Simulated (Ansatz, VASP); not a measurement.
## Al (Sigma19 (331)[1-10] symmetric tilt boundary in Al): VASP beside Ansatz

Wanted: the spread between two codes on one cell, functional and k mesh. The cell is taken from a series of runs on this material, whose earlier steps may have relaxed, scaled, displaced or heated it; both programs get it as it stands.

Method: plane waves, with VASP 6.6.1 beside it; single point at PBE, in Ansatz 0.2.0.

## (1) Starting point

The cell holds 44 atoms: 44 Al. Its edges and angles: a = 5.713 Å, b = 6.388 Å, c = 21.355 Å, α = 90.0°, β = 90.0°, γ = 77.1°. It derives from Al. Two grains of Al, one the mirror image of the other in the boundary plane, two boundaries a cell; of 6 trial joints (lateral shifts, openings, close atoms taken out) the lowest after a short relaxation with the MACE-MP-0b2 potential was kept (shift [0.333, 0.667] of the surface cell, opening 1.43 A, one of each pair under 2.00 A removed), then its atoms and the cell's length along the normal were relaxed with that potential. Lattice constants are starting values near those of PBE. The structure's axis is c.

## (2) VASP: single point, PBE, pair 1

A single point gives forces, pressure and levels at one fixed geometry, so differences don't come from the geometry; what else differs is listed under the comparison.

Lines of VASP's logs that name or quote its potential files are left out, and so is its time.

INCAR reads:

```
SYSTEM = Al
PREC = Accurate
ENCUT = 400
EDIFF = 1E-06
NELM = 120
ISMEAR = -1
SIGMA = 0.1
LREAL = Auto
ALGO = Normal
GGA = PE
NBANDS = 96
LORBIT = 11
LWAVE = .FALSE.
LCHARG = .FALSE.
ISIF = 2
LASPH = .TRUE.
GGA_COMPAT = .FALSE.
KPAR = 8
```

POSCAR reads:

```
Al
1.0
    5.7134200000      0.0000000000      0.0000000000
    1.4283600000      6.2260600000      0.0000000000
    0.0000000000      0.0000000000     21.3548500000
Al
44
Direct
    0.3264200000      0.6721200000      0.9971650000
    0.1912000000      0.3100150000      0.0450300000
    0.0236900000      0.9400350000      0.0819250000
    0.3695000000      0.5727950000      0.1305950000
    0.2123900000      0.2007550000      0.1733600000
    0.0543000000      0.8298300000      0.2165950000
    0.3970900000      0.4607700000      0.2608450000
    0.2408650000      0.0869550000      0.3022800000
    0.0824000000      0.7182000000      0.3508350000
    0.4198950000      0.3498400000      0.3903500000
    0.2817600000      0.9899050000      0.4333350000
    0.4901700000      0.2557150000      0.9333350000
    0.3520350000      0.8957800000      0.8903500000
    0.1895300000      0.5274200000      0.8508350000
    0.5310650000      0.1586650000      0.8022800000
    0.3748400000      0.7848500000      0.7608450000
    0.2176300000      0.4157900000      0.7165950000
    0.5595400000      0.0448650000      0.6733600000
    0.4024300000      0.6728250000      0.6305950000
    0.2482400000      0.3055850000      0.5819250000
    0.5807300000      0.9356050000      0.5450300000
    0.4455100000      0.5735000000      0.4971650000
    0.8264200000      0.6721200000      0.9971650000
    0.6912000000      0.3100150000      0.0450300000
    0.5236900000      0.9400350000      0.0819250000
    0.8695000000      0.5727950000      0.1305950000
    0.7123900000      0.2007550000      0.1733600000
    0.5543000000      0.8298300000      0.2165950000
    0.8970900000      0.4607700000      0.2608450000
    0.7408650000      0.0869550000      0.3022800000
    0.5824000000      0.7182000000      0.3508350000
    0.9198950000      0.3498400000      0.3903500000
    0.7817600000      0.9899050000      0.4333350000
    0.9901700000      0.2557150000      0.9333350000
    0.8520350000      0.8957800000      0.8903500000
    0.6895300000      0.5274200000      0.8508350000
    0.0310650000      0.1586650000      0.8022800000
    0.8748400000      0.7848500000      0.7608450000
    0.7176300000      0.4157900000      0.7165950000
    0.0595400000      0.0448650000      0.6733600000
    0.9024300000      0.6728250000      0.6305950000
    0.7482400000      0.3055850000      0.5819250000
    0.0807300000      0.9356050000      0.5450300000
    0.9455100000      0.5735000000      0.4971650000
```

KPOINTS reads:

```
Automatic mesh
0
Gamma
8 7 2
0 0 0
```

Potentials, in the order of the species: Al (PBE family, release 64).

Launch:

```console
$ mpirun -np 8 vasp_std
```

Numbers of over 12 decimals in the logs are rounded to 6 here.

What it wrote:

```text
[banner, memory and clock lines left out]
running    8 mpi-ranks, on    1 nodes
[...]
|                                                                             |
|           W    W    AA    RRRRR   N    N  II  N    N   GGGG   !!!           |
|           W    W   A  A   R    R  NN   N  II  NN   N  G    G  !!!           |
|           W    W  A    A  R    R  N N  N  II  N N  N  G       !!!           |
|           W WW W  AAAAAA  RRRRR   N  N N  II  N  N N  G  GGG   !            |
|           WW  WW  A    A  R   R   N   NN  II  N   NN  G    G                |
|           W    W  A    A  R    R  N    N  II  N    N   GGGG   !!!           |
|                                                                             |
|     For optimal performance we recommend to set                             |
|       NCORE = 2 up to number-of-cores-per-socket                            |
|     NCORE specifies how many cores store one orbital (NPAR=cpu/NCORE).      |
|     This setting can greatly improve the performance of VASP for DFT.       |
|     The default, NCORE=1 might be grossly inefficient on modern             |
|     multi-core architectures or massively parallel machines. Do your        |
|     Unfortunately you need to use the default for GW and RPA                |
|     calculations (for HF NCORE is supported but not extensively tested      |
|     yet).                                                                   |
|                                                                             |

 LDA part: xc-table for (Slater+PW92), standard interpolation
 POSCAR, INCAR and KPOINTS ok, starting setup
[...]
entering main loop
       N       E                     dE             d eps       ncg     rms          rms(c)
DAV:   1     0.137536454137E+03    0.13754E+03   -0.39153E+04 11136   0.898E+02
DAV:   2    -0.147029749601E+03   -0.28457E+03   -0.26577E+03 13088   0.128E+02
DAV:   3    -0.163885184679E+03   -0.16855E+02   -0.16062E+02 13744   0.255E+01
DAV:   4    -0.164248753863E+03   -0.36357E+00   -0.35985E+00 13392   0.403E+00
[...]
DAV:  13    -0.163045197412E+03    0.84732E-06   -0.13169E-05 12728   0.101E-02    0.690E-03
DAV:  14    -0.163045194585E+03    0.28268E-05   -0.12319E-06  7832   0.271E-03    0.874E-03
DAV:  15    -0.163045193840E+03    0.74504E-06   -0.25181E-07  6984   0.138E-03
   1 F= -.16304519E+03 E0= -.16275856E+03  d E =-.573259E+00
```

Parts of OUTCAR (step 2):

```text
  Total       -3.1364908     -2.9592124     -4.0924416      0.8833644      0.0000000      0.0000000
  in kB       -6.6152859     -6.2413816     -8.6315163      1.8631357      0.0000000      0.0000000
  external PRESSURE =      -7.1627279 kB  Pullay stress =       0.0000000 kB

 POSITION                                       TOTAL-FORCE (eV/Angst)
 -----------------------------------------------------------------------------------
      2.82500      4.18466     21.29431         0.020481      0.003852     -0.029034
      1.53522      1.93017      0.96161        -0.002929     -0.007363     -0.048660
      1.47806      5.85271      1.74950         0.007466     -0.007907      0.049764
      2.92927      3.56626      2.78884         0.000939      0.006052      0.002145
      1.50022      1.24991      3.70208        -0.011913     -0.057592     -0.011146
      1.49553      5.16657      4.62535         0.006958     -0.000721     -0.033357
      2.92689      2.86878      5.57031         0.004477      0.018164      0.021367
      1.50037      0.54139      6.45514        -0.013460      0.030535      0.025536
      1.49663      4.47156      7.49203         0.004368      0.008025     -0.022209
      2.89873      2.17812      8.33587         0.020061     -0.006112      0.002702
      3.02375      6.16321      9.25380        -0.005232      0.005158      0.042893
      3.16580      1.59210     19.93123         0.005232     -0.005158      0.042893
      3.29082      5.57718     19.01329        -0.020061      0.006112      0.002702
      1.83621      3.28375     18.16945        -0.004368     -0.008025     -0.022209
[...]
-----------------------------------------------------------------------------------
    total drift:                                0.000041     -0.000010      0.005273

  FREE ENERGIE OF THE ION-ELECTRON SYSTEM (eV)
  ---------------------------------------------------
  free  energy   TOTEN  =      -163.0451938399 eV

  energy  without entropy=     -162.4719344539  energy(sigma->0) =     -162.75856415

[... 2 further parts left out ...]
[key lines of the parts left out:]
E-fermi :   7.4728
```

The run ends at a pressure of -0.72 GPa, with forces up to 0.060 eV/Å.

## (3) Ansatz: single point, PBE, pair 1

Ansatz runs on its default PAW (the set named soft_2) files.

The same cell, functional, mesh and smearing now go to Ansatz, which takes its cutoff from its data sets.

input.yaml reads:

```yaml
crystal:
  lattice:
    - [5.71342, 0.0, 0.0]
    - [1.42836, 6.22606, 0.0]
    - [0.0, 0.0, 21.35485]
  atoms:
    - { symbol: Al, position: [0.32642, 0.67212, 0.99717] }
    - { symbol: Al, position: [0.1912, 0.31001, 0.04503] }
    - { symbol: Al, position: [0.02369, 0.94003, 0.08193] }
    - { symbol: Al, position: [0.3695, 0.57278, 0.1306] }
    - { symbol: Al, position: [0.21239, 0.20076, 0.17336] }
    - { symbol: Al, position: [0.0543, 0.82982, 0.2166] }
    - { symbol: Al, position: [0.39709, 0.46077, 0.26085] }
    - { symbol: Al, position: [0.24087, 0.08695, 0.30228] }
    - { symbol: Al, position: [0.0824, 0.7182, 0.35084] }
    - { symbol: Al, position: [0.4199, 0.34983, 0.39035] }
    - { symbol: Al, position: [0.28176, 0.98992, 0.43334] }
    - { symbol: Al, position: [0.49017, 0.25573, 0.93333] }
    - { symbol: Al, position: [0.35204, 0.89577, 0.89035] }
    - { symbol: Al, position: [0.18953, 0.52742, 0.85083] }
    - { symbol: Al, position: [0.53107, 0.15866, 0.80228] }
    - { symbol: Al, position: [0.37484, 0.78485, 0.76084] }
    - { symbol: Al, position: [0.21763, 0.41578, 0.71659] }
    - { symbol: Al, position: [0.55954, 0.04487, 0.67336] }
    - { symbol: Al, position: [0.40243, 0.67281, 0.63059] }
    - { symbol: Al, position: [0.24824, 0.30558, 0.58192] }
    - { symbol: Al, position: [0.58073, 0.9356, 0.54503] }
    - { symbol: Al, position: [0.44551, 0.5735, 0.49716] }
    - { symbol: Al, position: [0.82642, 0.67212, 0.99717] }
    - { symbol: Al, position: [0.6912, 0.31001, 0.04503] }
    - { symbol: Al, position: [0.52369, 0.94003, 0.08193] }
    - { symbol: Al, position: [0.8695, 0.57278, 0.1306] }
    - { symbol: Al, position: [0.71239, 0.20076, 0.17336] }
    - { symbol: Al, position: [0.5543, 0.82982, 0.2166] }
    - { symbol: Al, position: [0.89709, 0.46077, 0.26085] }
    - { symbol: Al, position: [0.74087, 0.08695, 0.30228] }
    - { symbol: Al, position: [0.5824, 0.7182, 0.35084] }
    - { symbol: Al, position: [0.9199, 0.34983, 0.39035] }
    - { symbol: Al, position: [0.78176, 0.98992, 0.43334] }
    - { symbol: Al, position: [0.99017, 0.25573, 0.93333] }
    - { symbol: Al, position: [0.85204, 0.89577, 0.89035] }
    - { symbol: Al, position: [0.68953, 0.52742, 0.85083] }
    - { symbol: Al, position: [0.03107, 0.15866, 0.80228] }
    - { symbol: Al, position: [0.87484, 0.78485, 0.76084] }
    - { symbol: Al, position: [0.71763, 0.41578, 0.71659] }
    - { symbol: Al, position: [0.05954, 0.04487, 0.67336] }
    - { symbol: Al, position: [0.90243, 0.67281, 0.63059] }
    - { symbol: Al, position: [0.74824, 0.30558, 0.58192] }
    - { symbol: Al, position: [0.08073, 0.9356, 0.54503] }
    - { symbol: Al, position: [0.94551, 0.5735, 0.49716] }
kpoints:
  mp_grid: { grid: [8, 7, 2] }
hamiltonian:
  xc: pbe
scf:
  occupations: { method: fermi_dirac, width: 0.1 }
output:
  forces: true
```

Launch:

```console
$ ansatz run input.yaml --threads 4 --pin off --max-ram 8192MiB --backend cpu --events-out ev --progress --plain --runs-dir out
```

What it wrote:

```text
Engine: ansatz 0.2.0, x86_64-unknown-linux-gnu
Pseudopotentials: kind: paw
Pseudopotential: Al, paw, valence charge 3, recommended cutoff 420 eV (normal), Al.paw.azcp
Functional definition: PBE
  parameter kappa = 0.804
  parameter beta = 0.066725
  exchange = pbe_x(kappa = kappa, mu = beta*pi^2/3)
  correlation = pbe_c(beta = beta)
Crystal: 44 atoms, lattice volume = 759.637 Å³
Basis set: ecut = 420 eV, 14903 PW (Γ), exchange–correlation on 80×90×288 points (8 copies of the dense FFT grid, shifted against one another)
Bands: 110, of which v1, the nominal top of the filled ones, is band 66 counted from 1 (65 counted from 0)
Symmetry: 2 space group operations
Space group: P1 (ITA 1), of the structure as read, at distance tolerance 9.1e-5 Å
k-points: 58 of 112 (time reversal used)
Non-local potential: Al, projectors of the file, l = 0: 2, l = 1: 2, l = 2: 1
PAW form: soft (Blöchl's): semilocal exchange-correlation on the pseudo side does not see the compensation charge
PAW one-centre angular grid: Al, 110 points (default); XC on 64 Gauss nodes
Initial density: superposition of atomic densities (neutral atoms: chi_scale 0, normalization atom), corrected by the library's trained network
Initial wavefunctions: pseudopotential atomic-orbital guess
Functional: x = pbe(κ = 0.804, μ = 0.219515), c = pbe(β = 0.066725)
SCF iter   1: F=—  HF=-23648.325628 eV  |F-HF|=—  |Δ(HF+E_count)|=         —  Δρ=1.04e-3  dr2=2.88e-2  ethr=1.77e-3  ⟨swp⟩=6.8  Hψ=31427  notcnv=0  defer=252
preconditioner: auto → Kerker (q_TF=auto, 2.038 Å⁻¹)  [metal: Δε(μ)=0.005 eV  Ē_g=6.548 eV  σ=0.100 eV  W_gap=0.01  n_scr=98 (ndim 8)  ℏωp=15.5 eV  f_vac=0.000  D(μ)=17.44/eV (n_scr^D=98)]
SCF iter   2: F=—  HF=-23648.327138 eV  |F-HF|=—  |Δ(HF+E_count)|=   1.51e-3  Δρ=6.10e-4  dr2=6.91e-3  ethr=2.18e-5  ⟨swp⟩=2.0  Hψ=8687  notcnv=0  defer=310
SCF iter   3: F=—  HF=-23648.326881 eV  |F-HF|=—  |Δ(HF+E_count)|=   2.57e-4  Δρ=1.14e-4  dr2=2.55e-4  ethr=5.24e-6  ⟨swp⟩=1.8  Hψ=7775  notcnv=0  defer=310
SCF iter   4: F=—  HF=-23648.326867 eV  |F-HF|=—  |Δ(HF+E_count)|=   1.42e-5  Δρ=2.73e-5  dr2=1.23e-5  ethr=1.94e-7  ⟨swp⟩=1.4  Hψ=6772  notcnv=0  defer=310
SCF iter   5: F=—  HF=-23648.327012 eV  |F-HF|=—  |Δ(HF+E_count)|=   1.45e-4  Δρ=6.35e-6  dr2=5.47e-7  ethr=9.34e-9  ⟨swp⟩=2.3  Hψ=9478  notcnv=0  defer=310
SCF iter   6: F=-23648.327012 eV  HF=-23648.327012 eV  |F-HF|=1.19e-8  |Δ(HF+E_count)|=   2.32e-8  Δρ=1.12e-6  dr2=2.28e-8  ethr=7.58e-11  ⟨swp⟩=4.0  Hψ=16849  notcnv=0
SCF 1 converged in 6 iterations: F = -23648.327012 eV  dr2 = 2.28e-8
  greatest PAW one-centre occupation: 0.463 electrons in one spin orbital (limit 2), on the Al atom at site 43 (counted from 0), in its partial waves of l = 0
SCF converged after 6 iterations
Free energy (F): -23648.327012 eV
Harris-Foulkes:  -23648.327012 eV  (|F-HF|=1.19e-8)
Internal energy: -23647.752771 eV  (E = F + TS)
E sigma→0 (E₀):  -23648.039891 eV
Entropy (-TS):   -0.574241 eV (-13.051 meV/atom)
Fermi energy:    7.416311 eV
--- Per-component energies (eV) ---
  E_band       = 411.809403
  E_kinetic    = 983.031779
  E_local      = 334.365037  (includes V_loc(G=0)·N_el)
  E_nonlocal   = 457.101913
  E_hartree    = 29.844237
  E_xc         = -1738.858127
  E_vxc        = -1261.597426  (∫ρ·V_xc dr)
  E_paw        = -20562.386604  (= ΣΔE_a)
  E_vpaw       = -160.781075  (= ΣTr[D̂ρ^β])
  E_aug_tail   = -0.000095  (compensation charges beyond the density's cutoff)
  E_ewald      = -3150.850912
  E_smearing   = -0.574241  (= −TS)
  E_closure    = 0.000000  (closes the sum)
  Σ components = -23648.327012   (vs F -23648.327012, Δ=0.00e0)
--- Forces (eV/Å), atoms counted from 1 ---
  atom   1  Al     0.01967135     0.00369541    -0.03019109
  atom   2  Al    -0.00185655    -0.00785059    -0.04895510
  atom   3  Al     0.00715097    -0.00752995     0.04958205
  atom   4  Al     0.00132745     0.00667214     0.00134573
  atom   5  Al    -0.01171020    -0.05808531    -0.01150177
  atom   6  Al     0.00640110    -0.00058337    -0.03352912
  atom   7  Al     0.00433828     0.01883191     0.02124957
  atom   8  Al    -0.01345000     0.03024784     0.02639334
  atom   9  Al     0.00473072     0.00775016    -0.02204129
  atom  10  Al     0.02025712    -0.00635368     0.00256099
  atom  11  Al    -0.00598143     0.00550637     0.04443049
  atom  12  Al     0.00599052    -0.00591757     0.04501781
  atom  13  Al    -0.02024741     0.00663132     0.00281105
  atom  14  Al    -0.00473874    -0.00762937    -0.02236540
  atom  15  Al     0.01336408    -0.03023482     0.02618029
  atom  16  Al    -0.00433134    -0.01907537     0.02145069
  atom  17  Al    -0.00634566     0.00093250    -0.03301562
  atom  18  Al     0.01166174     0.05743109    -0.01213253
  atom  19  Al    -0.00125506    -0.00607019     0.00173922
  atom  20  Al    -0.00717476     0.00748775     0.04951633
  atom  21  Al     0.00178963     0.00764932    -0.04854490
  atom  22  Al    -0.01959227    -0.00350430    -0.03000006
  atom  23  Al     0.01967135     0.00369541    -0.03019109
  atom  24  Al    -0.00185655    -0.00785059    -0.04895510
[...]
atom  37  Al     0.01336408    -0.03023482     0.02618029
  atom  38  Al    -0.00433134    -0.01907537     0.02145069
  atom  39  Al    -0.00634566     0.00093250    -0.03301562
  atom  40  Al     0.01166174     0.05743109    -0.01213253
  atom  41  Al    -0.00125506    -0.00607019     0.00173922
  atom  42  Al    -0.00717476     0.00748775     0.04951633
  atom  43  Al     0.00178963     0.00764932    -0.04854490
  atom  44  Al    -0.01959227    -0.00350430    -0.03000006
  max |Σ_I F_I| component: 2.56e-6 eV/Å
```

## (4) Differences

Known differences besides the potentials themselves: the cutoff is 420 eV in Ansatz and 400 eV in VASP (PREC = Accurate, projectors in real space). Total energies have different zeros and are not compared.

Forces on 10 of the 44 atoms, those with the largest forces and the largest differences (eV/Å; atoms numbered as in POSCAR):

| atom | Ansatz x, y, z | VASP x, y, z |
| --- | --- | --- |
| Al5 | -0.012, -0.058, -0.011 | -0.012, -0.058, -0.011 |
| Al12 | 0.006, -0.006, 0.045 | 0.005, -0.005, 0.043 |
| Al18 | 0.012, 0.057, -0.012 | 0.012, 0.058, -0.011 |
| Al20 | -0.007, 0.007, 0.050 | -0.007, 0.008, 0.050 |
| Al25 | 0.007, -0.008, 0.050 | 0.007, -0.008, 0.050 |
| Al27 | -0.012, -0.058, -0.011 | -0.012, -0.058, -0.011 |
| Al33 | -0.006, 0.006, 0.044 | -0.005, 0.005, 0.043 |
| Al34 | 0.006, -0.006, 0.045 | 0.005, -0.005, 0.043 |
| Al40 | 0.012, 0.057, -0.012 | 0.012, 0.058, -0.011 |
| Al42 | -0.007, 0.007, 0.050 | -0.007, 0.008, 0.050 |

The forces differ by 0.6 meV/Å r.m.s., which is 2.7 % of the r.m.s. force of 0.022 eV/Å (both taken over all components).

(Part 1 of 2 ends here.)

[Lines on the potential files, build, host, timing and source positions are cut from VASP's logs without a mark.]

[Logs are printed without paths, hosts, clocks, repeated set-up lines and the standing remarks that a program may print on its own settings, such as how far it seeks lower states.]

[Hosts, paths, dates, database ids (printed as entryN), source tags and the programs' standing remarks are cut or masked in the printed files.]
